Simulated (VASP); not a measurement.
```
CELL_PARAMETERS angstrom
      0.00000     2.83050     2.83050
      2.83050     0.00000     2.83050
      2.83050     2.83050     0.00000
ATOMIC_POSITIONS crystal
  Ag 0.00000 0.00000 0.00000
  Cl 0.50000 0.50000 0.50000
```

The numbers are results of PBE GGA, VASP's PBE PAW potentials (set 64) (plane waves; VASP), not measurements. Run with 400 eV cut-off, 7×7×7 Γ-centred mesh, Gaussian smearing of 0.050 eV, potentials Ag Cl.

Q: Predict the energy per atom (σ→0), pressure.

A: 
```
Property                       Result
---------------------  --------------
energy per atom (σ→0)  -2.698 eV/atom
pressure                    -1.31 GPa
```

The absolute energy has meaning only against runs of the same code, potentials and settings.

The compound is AgCl in the rock salt structure. The cell was not relaxed at this level.
